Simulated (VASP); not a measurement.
Given:

```xyz
2
Lattice="0.0000 1.9596 1.9596 1.9596 0.0000 1.9596 1.9596 1.9596 0.0000" Properties=species:S:1:pos:R:3 pbc="T T T"
Li     0.0000     0.0000     0.0000
H      1.9596     1.9596     1.9596
```

All values below come from PW91 GGA, VASP's PBE PAW potentials (set 64) (plane waves; VASP). Numerical set-up: 520 eV cut-off, 11×11×11 Γ-centred mesh, Gaussian smearing of 0.050 eV, potentials Li_sv H.

Task: Give the stress tensor in GPa (positive for a compressed cell).

Result: 
```
2.48  0.00  0.00
0.00  2.48  0.00
0.00  0.00  2.48
```
The pressure is its mean diagonal, 2.48 GPa.

The compound is LiH in the rock salt structure. This cell is one point of a volume scan, at 0.94 of the reference volume.
